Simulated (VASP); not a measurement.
**MgH2: relaxation of cell and atoms with PBEsol**

MgH2:

```
Mg H
1.0
     4.51680    0.00000    0.00000
     0.00000    4.51680    0.00000
     0.00000    0.00000    3.02050
Mg H
2 4
Direct
  0.00000 0.00000 0.00000
  0.50000 0.50000 0.50000
  0.30600 0.30600 0.00000
  0.19400 0.80600 0.50000
  0.69400 0.69400 0.00000
  0.80600 0.19400 0.50000
```

```json
{
 "Program": "VASP 6.6.1",
 "Task": "relaxation of cell and atoms",
 "Functional": "PBEsol",
 "Potentials or basis": "VASP PAW PBE potentials, release 64 (Mg, H)",
 "Cutoff": "600 eV",
 "k mesh": "6 × 6 × 10",
 "Occupations": "gaussian, width 0.03 eV",
 "Spin": "no spin polarisation",
 "Further INCAR settings": "ALGO = Normal; EDIFF = 1e-06; IBRION = 2; EDIFFG = -0.01; NSW = 90; ISIF = 3"
}
```

The relaxed volume is 10.02 Å³/atom, the relaxed cell is a = 4.473 Å, b = 4.473 Å, c = 3.005 Å, α = 90.00°, β = 90.00°, γ = 90.00° and the space group after relaxing (to 0.05 Å) is P4_2/mnm (No. 136). The energy gained by relaxing is 1.1 meV/atom, the ionic steps are 6 and the pressure after relaxing is 0.0 GPa. The band gap on the k mesh is 3.58 eV, indirect (least direct gap 4.41 eV).

Forces on the atoms (eV/Å):
```
Mg   0.000  0.000  0.000
Mg   0.000  0.000  0.000
H    0.002  0.002  0.000
H   -0.002  0.002  0.000
H   -0.002 -0.002  0.000
H    0.002 -0.002  0.000
```

Step by step:
```
step  energy change (eV)  largest force (eV/Å)  pressure (GPa)  volume (Å³)
   1              0.0000                0.0558           -1.17        61.62
   2             -0.0043                0.0438           -0.64        60.96
   3             -0.0063                0.0275            0.05        60.14
   4             -0.0063                0.0269            0.08        60.10
   5             -0.0066                0.0129            0.05        60.11
   6             -0.0068                0.0024            0.01        60.12
```

Final structure:
```xyz
6
Lattice="4.4732 0.0000 0.0000 0.0000 4.4732 0.0000 0.0000 0.0000 3.0045" Properties=species:S:1:pos:R:3 pbc="T T T"
Mg    4.4732    0.0000    0.0000
Mg    2.2366    2.2366    1.5023
H     1.3617    1.3617    0.0000
H     0.8749    3.5983    1.5023
H     3.1115    3.1115    0.0000
H     3.5983    0.8749    1.5023
```

Levels at points of the mesh, in eV from the valence-band top:
```csv
k point,band 1,band 2,band 3,band 4,band 5,band 6,band 7,band 8
"(0.00, 0.00, 0.00)",-6.68,-1.52,-1.52,-0.46,4.40,4.97,9.09,9.09
"(0.50, 0.00, 0.00)",-5.02,-5.02,-0.53,-0.53,5.14,5.14,9.97,9.97
"(0.50, 0.50, 0.00)",-3.89,-3.89,-2.90,-2.90,9.03,9.03,9.14,9.14
"(0.00, 0.00, 0.50)",-3.19,-3.19,-0.10,-0.10,6.24,6.24,6.58,6.58
"(0.50, 0.00, 0.50)",-2.40,-2.40,-1.18,-1.18,5.01,5.01,6.66,6.66
"(0.50, 0.50, 0.50)",-1.97,-1.97,-1.03,-1.03,3.68,3.68,3.87,3.87
```

Wall time 21 s on 4 MPI ranks on Intel(R) Xeon(R) Platinum 8488C (Sapphire Rapids) (shared host), peak memory 0.2 GiB a rank.

Caveat: the PAW data sets were made with another functional, which shifts forces and pressure a little. A k mesh can miss the band edges.
